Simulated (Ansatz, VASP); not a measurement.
# ZrC (ZrC strained to the junction's net) in two plane-wave programs

Wanted: the spread between two codes on one cell, functional and k mesh. The cell is generated by rule, not measured, and may not be a known phase. The structure shown is the end of the Ansatz relaxation below.

Calculated with Ansatz 0.2.0; plane waves, with VASP 6.6.1 beside it; single point at PBE.

### Step 1. Set-up

It takes space group Fm-3m (No. 225, cubic). Conventional cell: a = 4.709 Å, b = 4.709 Å, c = 4.709 Å, α = 90.00°, β = 90.00°, γ = 90.00°. Nearest to C lie 6 Zr at 2.35 Å. Zr has 6 C at 2.35 Å nearest. Farther neighbours are not listed. That group holds within 0.01 Å; judged at 0.001 Å it is I4/mmm (No. 139).

### Step 2. Ansatz: relaxation, PBE

Ansatz runs on its default PAW (the set named soft_2) files.

This run makes the geometry at which the two programs are then compared.

File input.yaml:

```yaml
crystal:
  lattice:
    - [3.33, 0.0, 0.0]
    - [0.0, 3.33, 0.0]
    - [0.0, 0.0, 4.7104681861]
  atoms:
    - { symbol: C, position: [0.0, 0.0, 0.0] }
    - { symbol: Zr, position: [0.5, 0.5, 0.0] }
    - { symbol: C, position: [0.5, 0.5, 0.5] }
    - { symbol: Zr, position: [0.0, 0.0, 0.5] }
kpoints:
  mp_grid: { grid: [10, 10, 7] }
scf:
  occupations: { method: fermi_dirac, width: 0.1 }
  max_iter: 150
hamiltonian:
  xc: pbe
relax:
  f_tol: 0.01
  max_steps: 40
  cell: { fix: [a, b, angles] }
```

Run with:

```console
$ ansatz run input.yaml --threads 4 --pin off --max-ram 10240MiB --backend cpu --events-out ev --progress --plain --runs-dir out
```

Numbers of over 12 decimals in the logs are rounded to 6 here.

What it wrote:

```text
Engine: ansatz 0.2.0, aarch64-unknown-linux-gnu
Pseudopotentials: kind: paw
Pseudopotential: C, paw, valence charge 4, recommended cutoff 420 eV (normal), C.paw.azcp
Pseudopotential: Zr, paw, valence charge 12, recommended cutoff 420 eV (normal), Zr.paw.azcp
Functional definition: PBE
  parameter kappa = 0.804
  parameter beta = 0.066725
  exchange = pbe_x(kappa = kappa, mu = beta*pi^2/3)
  correlation = pbe_c(beta = beta)
Crystal: 4 atoms, lattice volume = 52.234 Å³
Basis set: ecut = 420 eV, 1023 PW (Γ), exchange–correlation on 48×48×64 points (8 copies of the dense FFT grid, shifted against one another)
Bands: 20, of which v1, the nominal top of the filled ones, is band 16 counted from 1 (15 counted from 0)
Symmetry: 32 space group operations
Space group: I4/mmm (ITA 139), of the structure as read, at distance tolerance 3.7e-5 Å
k-points: 84 of 700
Non-local potential: C, projectors of the file, l = 0: 2, l = 1: 2, l = 2: 1
Non-local potential: Zr, projectors of the file, l = 0: 3, l = 1: 2, l = 2: 2, l = 3: 2
PAW form: soft (Blöchl's): semilocal exchange-correlation on the pseudo side does not see the compensation charge
PAW one-centre angular grid: C, 110 points (default); XC on 64 Gauss nodes
PAW one-centre angular grid: Zr, 590 points (default); XC on 64 Gauss nodes
Initial density: superposition of atomic densities (neutral atoms: chi_scale 0, normalization atom), corrected by the library's trained network
Initial wavefunctions: pseudopotential atomic-orbital guess
Functional: x = pbe(κ = 0.804, μ = 0.219515), c = pbe(β = 0.066725)
SCF iter   1: F=—  HF=-8873.003379 eV  |F-HF|=—  |Δ(HF+E_count)|=         —  Δρ=1.43e-3  dr2=1.02e-3  ethr=1.77e-3  ⟨swp⟩=4.4  Hψ=6618  notcnv=0
preconditioner: auto → Kerker (q_TF=auto, 2.514 Å⁻¹)  [metal: Δε(μ)=0.077 eV  Ē_g=16.601 eV  σ=0.100 eV  W_gap=0.19  n_scr=14 (ndim 8)  ℏωp=27.2 eV  f_vac=0.000  D(μ)=0.54/eV (n_scr^D=2)]
SCF iter   2: F=—  HF=-8873.002311 eV  |F-HF|=—  |Δ(HF+E_count)|=   1.07e-3  Δρ=5.61e-4  dr2=4.50e-5  ethr=3.20e-6  ⟨swp⟩=2.0  Hψ=3610  notcnv=0
SCF iter   3: F=—  HF=-8873.002384 eV  |F-HF|=—  |Δ(HF+E_count)|=   7.31e-5  Δρ=2.94e-4  dr2=1.31e-5  ethr=1.41e-7  ⟨swp⟩=1.1  Hψ=1690  notcnv=0
SCF iter   4: F=—  HF=-8873.002398 eV  |F-HF|=—  |Δ(HF+E_count)|=   1.42e-5  Δρ=2.04e-5  dr2=1.25e-7  ethr=4.10e-8  ⟨swp⟩=2.1  Hψ=2409  notcnv=0
iter 5 did not close the SCF: its close was put off for the readings that it lacked (scf_convergence_deferred on its scf_iter line)
SCF iter   5: F=-8873.002398 eV  HF=-8873.002398 eV  |F-HF|=1.68e-9  |Δ(HF+E_count)|=   9.14e-8  Δρ=4.60e-6  dr2=8.50e-9  ethr=3.90e-10  ⟨swp⟩=2.7  Hψ=2836  notcnv=0
SCF iter   6: F=-8873.002398 eV  HF=-8873.002398 eV  |F-HF|=8.73e-11  |Δ(HF+E_count)|=  7.68e-10  Δρ=1.36e-6  dr2=4.59e-10  ethr=2.66e-11  ⟨swp⟩=2.0  Hψ=4983  notcnv=0
SCF 1 converged in 6 iterations: F = -8873.002398 eV  dr2 = 4.59e-10
  greatest PAW one-centre occupation: 0.996 electrons in one spin orbital (limit 2), on the Zr atom at site 3 (counted from 0), in its partial waves of l = 0
relax step   1: F+E_penalty+E_count = -8873.00239839 eV  Δ(F+E_penalty+E_count) = +0.000e0 eV  max|allowed force component| = 8.117e-30 eV/Å  Δτ_max = 0.0000 Å  P = -0.136 GPa  Ω = 52.234 Å³  fix = [a, b, alpha, beta, gamma]  reactions: a -0.037, b -0.037 GPa  (6 SCF iters, dr2 threshold 1.00e-7 eV, accepted)
[...]
relax step   2: F+E_penalty+E_count = -8873.00249565 eV  Δ(F+E_penalty+E_count) = -9.726e-5 eV  max|allowed force component| = 3.846e-30 eV/Å  Δτ_max = 0.0000 Å  P = +0.083 GPa  Ω = 52.183 Å³  energy of the carried Pulay correction = +6.354e-5 eV  fix = [a, b, alpha, beta, gamma]  reactions: a +0.064, b +0.064 GPa  (4 SCF iters, dr2 threshold 2.76e-7 eV, accepted)
[...]
relax step   3: F+E_penalty+E_count = -8873.00248383 eV  Δ(F+E_penalty+E_count) = +1.182e-5 eV  max|allowed force component| = 2.465e-30 eV/Å  Δτ_max = 0.0000 Å  P = +0.025 GPa  Ω = 52.196 Å³  energy of the carried Pulay correction = +4.654e-5 eV  fix = [a, b, alpha, beta, gamma]  reactions: a +0.037, b +0.037 GPa  (4 SCF iters, dr2 threshold 3.68e-8 eV, accepted)
[...]
relax step   4: F+E_penalty+E_count = -8873.00243416 eV  Δ(F+E_penalty+E_count) = +4.966e-5 eV  max|allowed force component| = 1.553e-30 eV/Å  Δτ_max = 0.0000 Å  P = +0.023 GPa  Ω = 52.196 Å³  fix = [a, b, alpha, beta, gamma]  reactions: a +0.036, b +0.036 GPa  stress off target by 3.03e-3 GPa on what of the cell is left free  SCF on the basis re-selected at this cell (its energy is not comparable with the rows above)  (4 SCF iters)
basis re-selected at this cell: Δ(F+E_penalty+E_count) = +4.966e-5 eV, ΔP = -0.001 GPa vs the last step (what re-selecting the basis moved, of the pressure what is left beyond the Pulay correction that the steps carried, after the strain that the cell walked since its last selection, with what the two solves' SCF thresholds leave and, on support functions, any second-order correction that the steps lacked; it is no m [...]
SCF converged after 4 iterations
Free energy (F): -8873.002434 eV
Harris-Foulkes:  -8873.002434 eV  (|F-HF|=1.82e-12)
Internal energy: -8872.983460 eV  (E = F + TS)
E sigma→0 (E₀):  -8872.992947 eV
Entropy (-TS):   -0.018974 eV (-4.744 meV/atom)
Fermi energy:    14.793448 eV
--- Per-component energies (eV) ---
  E_band       = -100.432713
  E_kinetic    = 844.424991
  E_local      = -1194.865464  (includes V_loc(G=0)·N_el)
  E_nonlocal   = 208.771565
  E_hartree    = 358.666312
  E_xc         = -422.672934
  E_vxc        = -505.294873  (∫ρ·V_xc dr)
  E_paw        = -6103.974838  (= ΣΔE_a)
  E_vpaw       = -170.801626  (= ΣTr[D̂ρ^β])
  E_aug_tail   = 0.000068  (compensation charges beyond the density's cutoff)
  E_ewald      = -2563.333161
  E_smearing   = -0.018974  (= −TS)
  E_closure    = 0.000000  (closes the sum)
  Σ components = -8873.002434   (vs F -8873.002434, Δ=0.00e0)
--- Forces (eV/Å), atoms counted from 1 ---
  atom   1  C      0.00000000     0.00000000     0.00000000
  atom   2  Zr    -0.00000000     0.00000000     0.00000000
  atom   3  C      0.00000000     0.00000000     0.00000000
  atom   4  Zr     0.00000000    -0.00000000     0.00000000
  max |Σ_I F_I| component: 7.40e-31 eV/Å
--- Stress (GPa, compression-positive) ---
        0.036370       0.000000       0.000000
       -0.000000       0.036370       0.000000
        0.000000       0.000000      -0.003034
  P = ⅓ Tr σ = 0.0232 GPa (0.232 kbar)
--- Relaxed structure (3 steps of the walk, 3 accepted, 1 SCFs on fresh bases) ---
  F+E_penalty+E_count = -8873.00243416 eV   max|allowed force component| = 1.553e-30 eV/Å   (the final SCF, on the basis selected at the relaxed cell)
  cell:  # Å, volume = 52.1965 Å³
    - [3.33, 0, 0.0]
    - [0, 3.33, 0.0]
    - [0.0, 0.0, 4.707092]
  atoms:
    - { symbol: C, position: [0, 0, 0.0] }
    - { symbol: Zr, position: [0.5, 0.5, 0.0] }
    - { symbol: C, position: [0.5, 0.5, 0.5] }
    - { symbol: Zr, position: [0, 0, 0.5] }
```

### Step 3. VASP: single point, PBE

The same cell, functional, mesh and smearing now go to VASP, with its own data sets.

Lines of VASP's logs that name or quote its potential files are left out, and so is its time.

File INCAR:

```
SYSTEM = ZrC
PREC = Accurate
ENCUT = 600
EDIFF = 1E-06
NELM = 120
ISMEAR = -1
SIGMA = 0.1
LREAL = .FALSE.
ALGO = Normal
GGA = PE
NBANDS = 22
LASPH = .TRUE.
LORBIT = 11
LWAVE = .FALSE.
LCHARG = .FALSE.
ISIF = 2
GGA_COMPAT = .FALSE.
```

File POSCAR:

```
ZrC
1.0
    3.3300000000      0.0000000000      0.0000000000
    0.0000000000      3.3300000000      0.0000000000
    0.0000000000      0.0000000000      4.7070919928
C Zr
2 2
Direct
    0.0000000000      0.0000000000      0.0000000000
    0.5000000000      0.5000000000      0.5000000000
    0.5000000000      0.5000000000      0.0000000000
    0.0000000000      0.0000000000      0.5000000000
```

File KPOINTS:

```
Automatic mesh
0
Gamma
10 10 7
0 0 0
```

The projector-augmented-wave data sets are C and Zr_sv (PBE family, release 64).

Run with:

```console
$ mpirun -np 1 vasp_std
```

What it wrote:

```text
[banner, memory and clock lines left out]
running    1 mpi-ranks, on    1 nodes
 distrk:  each k-point on    1 cores,    1 groups
 distr:  one band on    1 cores,    1 groups

 POSCAR found type information on POSCAR C Zr
 POSCAR found :  2 types and       4 ions
 LDA part: xc-table for (Slater+PW92), standard interpolation
 POSCAR, INCAR and KPOINTS ok, starting setup
 FFT: planning ... GRIDC
 FFT: planning ... GRID_SOFT
 FFT: planning ... GRID
 WAVECAR not read
 entering main loop
       N       E                     dE             d eps       ncg     rms          rms(c)
DAV:   1     0.280733369150E+03    0.28073E+03   -0.18603E+04  3696   0.163E+03
DAV:   2    -0.209638932746E+02   -0.30170E+03   -0.28729E+03  4284   0.419E+02
DAV:   3    -0.447596126710E+02   -0.23796E+02   -0.23290E+02  6524   0.957E+01
DAV:   4    -0.458416014102E+02   -0.10820E+01   -0.10811E+01  4782   0.190E+01
DAV:   5    -0.458793989999E+02   -0.37798E-01   -0.37796E-01  5624   0.280E+00    0.286E+01
DAV:   6    -0.390981031948E+02    0.67813E+01   -0.38468E+01  4138   0.310E+01    0.113E+01
DAV:   7    -0.389506884683E+02    0.14741E+00   -0.27595E+00  5556   0.799E+00    0.761E+00
DAV:   8    -0.389445561146E+02    0.61324E-02   -0.23458E-01  4132   0.320E+00    0.701E-01
DAV:   9    -0.389358905933E+02    0.86655E-02   -0.56419E-02  5162   0.101E+00    0.411E-01
DAV:  10    -0.389365121302E+02   -0.62154E-03   -0.44775E-03  4602   0.547E-01    0.147E-01
DAV:  11    -0.389364852722E+02    0.26858E-04   -0.40459E-04  5328   0.127E-01    0.141E-02
DAV:  12    -0.389364782326E+02    0.70396E-05   -0.15444E-05  4556   0.352E-02    0.594E-03
DAV:  13    -0.389364786468E+02   -0.41417E-06   -0.19267E-06  3608   0.103E-02
   1 F= -.38936479E+02 E0= -.38926984E+02  d E =-.189893E-01
```

Parts of OUTCAR (step 3):

```text
ion  position               nearest neighbor table
   1  0.000  0.000  0.000-   4 2.35   4 2.35   3 2.35   3 2.35   3 2.35   3 2.35
   2  0.500  0.500  0.500-   3 2.35   3 2.35   4 2.35   4 2.35   4 2.35   4 2.35
   3  0.500  0.500  0.000-   2 2.35   2 2.35   1 2.35   1 2.35   1 2.35   1 2.35   4 3.33   4 3.33
                             4 3.33   4 3.33   4 3.33   4 3.33   4 3.33   4 3.33
   4  0.000  0.000  0.500-   1 2.35   1 2.35   2 2.35   2 2.35   2 2.35   2 2.35   3 3.33   3 3.33
                             3 3.33   3 3.33   3 3.33   3 3.33   3 3.33   3 3.33

  LATTYP: Found a simple tetragonal cell.
 ALAT       =     3.3300000000
 C/A-ratio  =     1.4135411390

 Subroutine GETGRP returns: Found 16 space group operations
 (whereof 16 operations were pure point group operations)

The static configuration has the point symmetry D_4h.

 Found     84 irreducible k-points:

   k-points           NKPTS =     84   k-points in BZ     NKDIM =     84   number of bands    NBANDS=     22

   dimension x,y,z NGX =    28 NGY =   28 NGZ =   40
   dimension x,y,z NGXF=    56 NGYF=   56 NGZF=   80

   ENCUT  =  600.0 eV  44.10 Ry    6.64 a.u.   6.65  6.65  9.40*2*pi/ulx,y,z

   NELECT =      32.0000    total number of electrons

 k-points in reciprocal lattice and weights: Automatic mesh
   0.00000000  0.00000000  0.00000000       0.001
   0.10000000  0.00000000  0.00000000       0.006
   0.20000000  0.00000000  0.00000000       0.006
   0.30000000  0.00000000  0.00000000       0.006
   0.40000000  0.00000000  0.00000000       0.006
   0.50000000  0.00000000  0.00000000       0.003
   0.10000000  0.10000000  0.00000000       0.006
   0.20000000  0.10000000  0.00000000       0.011
   0.30000000  0.10000000  0.00000000       0.011
[...]
0.50000000  0.40000000  0.42857143       0.011
   0.50000000  0.50000000  0.42857143       0.003

 average (electrostatic) potential at core
       1 -44.1222       2 -44.1222       3 -73.3555       4 -73.3555

 E-fermi :   9.5683

 k-point     1 :       0.0000    0.0000    0.0000
  band No.  band energies     occupation
    ...
     10      -0.5708      2.00000
     11       7.4868      2.00000
     12       7.8093      2.00000
     13       9.6039      0.82370
     14       9.6039      0.82370
     15      10.4844      0.00021
     16      10.4844      0.00021
     17      10.4866      0.00021
     18      10.6435      0.00004
     19      10.6435      0.00004
    ...

 k-point     2 :       0.1000    0.0000    0.0000
  band No.  band energies     occupation
    ...
     11       7.4405      2.00000
     12       7.5755      2.00000
     13       9.1855      1.95739
     14       9.4805      1.41261
     15       9.6641      0.55440
     16       9.7322      0.32505
     17       9.8118      0.16095
     18      10.7346      0.00002
     19      11.2463      0.00000
     20      11.3163      0.00000
    ...

 k-point     3 :       0.2000    0.0000    0.0000
  band No.  band energies     occupation
    ...
     12       7.3295      2.00000
     13       8.1865      2.00000
     14       8.3788      1.99999
     15       8.5615      1.99992
     16       8.9089      1.99727
     17      10.5128      0.00016
     18      11.0038      0.00000
     19      11.9732      0.00000
     20      11.9788      0.00000
     21      13.5283      0.00000
    ...

  Total        0.0646952      0.0646952      0.0518844      0.0000000     -0.0000000      0.0000000
  in kB        1.9858288      1.9858288      1.5925983      0.0000000     -0.0000000      0.0000000
  external PRESSURE =       1.8547519 kB  Pullay stress =       0.0000000 kB

  energy-cutoff  :      600.00
  volume of cell :       52.20
      direct lattice vectors                 reciprocal lattice vectors
     3.330000000  0.000000000  0.000000000     0.300300300  0.000000000  0.000000000
     0.000000000  3.330000000  0.000000000     0.000000000  0.300300300  0.000000000
     0.000000000  0.000000000  4.707091993     0.000000000  0.000000000  0.212445391

 POSITION                                       TOTAL-FORCE (eV/Angst)
 -----------------------------------------------------------------------------------
      0.00000      0.00000      0.00000         0.000000      0.000000      0.000000
      1.66500      1.66500      2.35355         0.000000      0.000000      0.000000
      1.66500      1.66500      0.00000        -0.000000     -0.000000     -0.000000
      0.00000      0.00000      2.35355         0.000000      0.000000      0.000000
 -----------------------------------------------------------------------------------
    total drift:                                0.000000      0.000000     -0.000000

  FREE ENERGIE OF THE ION-ELECTRON SYSTEM (eV)
  ---------------------------------------------------
  free  energy   TOTEN  =       -38.9364786468 eV

  energy  without entropy=      -38.9174893073  energy(sigma->0) =      -38.92698398

 total charge
# of ion       s       p       d       tot
------------------------------------------
    1        0.884   1.472   0.000   2.356
    2        0.884   1.472   0.000   2.356
    3        2.174   6.042   1.620   9.836
    4        2.174   6.042   1.620   9.836
--------------------------------------------------
tot          6.116  15.028   3.240  24.383

[... 3 further parts left out ...]
```

The run ends at a pressure of 0.19 GPa.

### Step 4. Side by side

Known differences besides the potentials themselves: the cutoff is 420 eV in Ansatz and 600 eV in VASP; Ansatz's pressure holds a Pulay correction, VASP's none. Total energies have different zeros and are not compared.

Both answers:

```tsv
quantity	Ansatz	VASP	difference
pressure (GPa)	0.02	0.19	-0.16
```

### Step 5. Summary of results

```json
{
 "difference in pressure (single point, PBE)": "-0.16 GPa"
}
```

In words: The difference in pressure is -0.16 GPa (single point, PBE), within the 1 GPa picked in this series as the mark of a large difference. 1 further run of this series is not shown here. Such differences can come from data sets, numerical settings and the points named under the comparisons, not from the functional's error against experiment.

[Lines on the potential files, build, host, timing and source positions are cut from VASP's logs without a mark.]

[Logs are printed without paths, hosts, clocks, repeated set-up lines and the standing remarks that a program may print on its own settings, such as how far it seeks lower states.]

[Hosts, paths, dates, database ids (printed as entryN), source tags and the programs' standing remarks are cut or masked in the printed files.]
